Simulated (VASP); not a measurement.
An input for Quantum ESPRESSO's pw.x (written as the equivalent of a VASP run, and not itself run):

```
&CONTROL
  calculation = 'scf'
  pseudo_dir = './pseudo'
  outdir = './out'
  tprnfor = .true.
  tstress = .true.
/
&SYSTEM
  ibrav = 0
  nat = 2
  ntyp = 2
  ecutwfc = 88
  occupations = 'smearing'
  smearing = 'gaussian'
  degauss = 0.003675
  input_dft = 'pbesol'
/
&ELECTRONS
  conv_thr = 7.3e-09
  electron_maxstep = 100
/
ATOMIC_SPECIES
  Na 22.990 Na.upf
  F 18.998 F.upf
CELL_PARAMETERS angstrom
     0.0000000    2.3150000    2.3150000
     2.3150000    0.0000000    2.3150000
     2.3150000    2.3150000    0.0000000
ATOMIC_POSITIONS crystal
  Na   0.0000000  0.0000000  0.0000000
  F    0.5161987  0.5161987  0.4838013
K_POINTS automatic
  10 10 10 0 0 0
```

### Question
Translate this input to VASP (INCAR, KPOINTS, POSCAR, choice of POTCAR).

### Answer
This is not unique; one that fits is 
**POSCAR**
```
NaF
4.630
  0.0000000000   0.5000000000   0.5000000000
  0.5000000000   0.0000000000   0.5000000000
  0.5000000000   0.5000000000   0.0000000000
Na F
1 1
Cartesian
  0.0000000000   0.0000000000   0.0000000000
  0.5000000000   0.5000000000   0.5161987041
```

**KPOINTS**
```
K-points
0
Gamma
 10 10 10
0 0 0
```

### INCAR
```
ALGO=Normal   # blocked Davidson
LCHARG=.FALSE.
LREAL=.FALSE.   # projection in real space or not
PREC=Accurate
SIGMA=0.05   # width (eV)
ISMEAR=0
LASPH=.TRUE.   # aspherical one-centre terms
ISIF=2   # forces and stress, cell fixed
EDIFF=1E-7   # SCF stop (eV)
GGA=PS
NELM=100
ENCUT=600
SYSTEM=NaF
LWAVE=.FALSE.
```

POTCAR, in this order: Na_pv F (PBE.64 set). Program: vasp_std.

What does not carry over: the potentials are each code's own (VASP's PAW set, PseudoDojo norm-conserving files in pw.x), so ENCUT and ecutwfc are chosen apart and not converted; conv_thr bounds pw.x's estimated SCF error, while EDIFF bounds the energy change between steps.

The compound is NaF in the rock salt structure. This cell was strained or had an atom moved on purpose.
